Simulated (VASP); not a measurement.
Calculation: PBE GGA, VASP's PBE PAW potentials (set 64) (plane waves; VASP 6.6.1).

A VASP calculation is set up with these files.

File KPOINTS:
```
Automatic mesh
0
Gamma
11 11 11
0 0 0
```

POSCAR:
```
Ag
1
    0.0000000000     2.0859000000     2.0859000000
    2.0859000000     0.0000000000     2.0859000000
    2.0859000000     2.0859000000     0.0000000000
Ag
1
Direct
  0.0000000000   0.0000000000   0.0000000000
```

INCAR:
```
ALGO = Normal
EDIFF = 1E-6
ENCUT = 400
GGA = PE
ISIF = 2
ISMEAR = 1
LASPH = T
LCHARG = F
LMAXMIX = 4
LREAL = F
LWAVE = F
NELM = 100
PREC = Accurate
SIGMA = 0.1
SYSTEM = Ag
```

POTCAR, in this order: Ag (PBE.64 set). Program: vasp_std.

What VASP printed:

**OSZICAR**
```
       N       E                     dE             d eps       ncg     rms          rms(c)
DAV:   1     0.356010112559E+02    0.35601E+02   -0.48623E+03  1113   0.866E+02
DAV:   2    -0.268132326636E+01   -0.38282E+02   -0.35921E+02  1030   0.178E+02
DAV:   3    -0.295548400236E+01   -0.27416E+00   -0.27412E+00  1178   0.187E+01
DAV:   4    -0.295606431268E+01   -0.58031E-03   -0.58031E-03  1165   0.837E-01
DAV:   5    -0.295606835138E+01   -0.40387E-05   -0.40382E-05  1145   0.644E-02    0.443E+00
DAV:   6    -0.272448717130E+01    0.23158E+00   -0.11486E+00  1022   0.115E+01    0.295E+00
DAV:   7    -0.271846613358E+01    0.60210E-02   -0.68648E-03  1053   0.896E-01    0.170E+00
DAV:   8    -0.271609676974E+01    0.23694E-02   -0.68084E-04  1042   0.268E-01    0.637E-02
DAV:   9    -0.271610521803E+01   -0.84483E-05   -0.67375E-06  1190   0.237E-02    0.141E-02
DAV:  10    -0.271611236293E+01   -0.71449E-05   -0.39619E-06  1093   0.248E-02    0.566E-03
DAV:  11    -0.271611204578E+01    0.31715E-06   -0.51625E-08   521   0.244E-03
   1 F= -.27161120E+01 E0= -.27158716E+01  d E =-.721218E-03
```

OUTCAR:
```
------------------------ aborting loop because EDIFF is reached ----------------------------------------
  FORCE on cell =-STRESS in cart. coord.  units (eV):
  Direction    XX          YY          ZZ          XY          YZ          ZX
  --------------------------------------------------------------------------------------
  Total       -0.2409357     -0.2409357     -0.2409357      0.0000000     -0.0000000      0.0000000
  in kB      -21.2667542    -21.2667542    -21.2667542      0.0000000     -0.0000000      0.0000000
  external PRESSURE =     -21.2667542 kB  Pullay stress =       0.0000000 kB
  volume of cell :       18.15
      direct lattice vectors                 reciprocal lattice vectors
     0.000000000  2.085900000  2.085900000    -0.239704684  0.239704684  0.239704684
     2.085900000  0.000000000  2.085900000     0.239704684 -0.239704684  0.239704684
     2.085900000  2.085900000  0.000000000     0.239704684  0.239704684 -0.239704684
 POSITION                                       TOTAL-FORCE (eV/Angst)
 -----------------------------------------------------------------------------------
      0.00000      0.00000      0.00000        -0.000000     -0.000000     -0.000000
 -----------------------------------------------------------------------------------
    total drift:                               -0.000000     -0.000000     -0.000000
  FREE ENERGIE OF THE ION-ELECTRON SYSTEM (eV)
  ---------------------------------------------------
  free  energy   TOTEN  =        -2.7161120458 eV

  energy  without entropy=       -2.7153908275  energy(sigma->0) =       -2.71587164
```
(Selected blocks of OUTCAR.)

The compound is Ag in the fcc structure. The cell was not relaxed at this level.
